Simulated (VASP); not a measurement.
A run of VASP 6.6.1 is set up as follows.

The input INCAR:

```
SYSTEM = Mg12HCl
PREC = Accurate ; ENCUT = 520
EDIFF = 1E-6 ; ISMEAR = -1
SIGMA = 0.1 ; LREAL = .False.
LASPH = .True. ; NELM = 100
ALGO = Normal ; ISIF = 2
LWAVE = .False. ; LCHARG = .True.
GGA = PS ; LELF = .True.
LVHAR = .True. ; NBANDS = 29
```

Contents of KPOINTS:

```
Automatic mesh
0
Gamma
  3 3 1
  0 0 0
```

POSCAR

```
Mg12HCl
1.0
    6.4200000000      0.0000000000      0.0000000000
    3.2100000000      5.5598830000      0.0000000000
    0.0000000000      0.0000000000     18.2130400000
Mg Cl H
12 1 1
Direct
    0.0000000000      0.0000000000      0.0549057159
    0.5000000000      0.0000000000      0.0549057159
    0.0000037321      0.4999925358      0.0549057159
    0.5000037321      0.4999925358      0.0549057159
   -0.1744424962      0.3455828117      0.2006254859
    0.3523106866      0.3530110256      0.1928618177
   -0.1462277868      0.8815832995      0.1882771904
    0.3451438107      0.8484351199      0.1944540834
    0.0244050050     -0.0466916300      0.3341452059
    0.4907039346     -0.0162053770      0.3271337459
    0.0097470625      0.5023127285      0.3306806552
    0.5475239271      0.4923664761      0.3330910161
    0.0635564910      0.2858153670      0.5340349552
    0.1952601943      0.1792303903      0.4704760984
```

Potentials or basis: VASP PAW PBE potentials, release 64 (Mg, Cl, H).

Run with:

```sh
$ cat potpaw_PBE.64/Mg/POTCAR potpaw_PBE.64/Cl/POTCAR potpaw_PBE.64/H/POTCAR > POTCAR
$ mpirun -np 1 vasp_std > vasp.out
```

Q: What does it give for the largest force?

A: 1.713 eV/Å.

Q: What does it give for the band gap on the k mesh?

A: None (metal or under the smearing width).

Forces on the atoms (eV/Å):
```
Mg   0.227  0.141 -0.351
Mg   0.039  0.028 -0.129
Mg  -0.018  0.014  0.017
Mg   0.114  0.046 -0.150
Mg   0.639  0.139 -0.415
Mg  -0.437 -0.028  0.143
Mg  -0.718 -0.695  0.277
Mg  -0.018 -0.025 -0.282
Mg   0.136  0.452  0.207
Mg   0.540  0.358  0.320
Mg   0.156 -0.247  0.130
Mg  -0.653 -0.179  0.347
Cl   0.620 -0.716 -1.428
H   -0.628  0.712  1.313
```

Caveat: the k mesh is coarse (spacing up to 0.38 Å⁻¹), so the values aren't converged; the PAW data sets were made with another functional, which shifts forces and pressure a little.
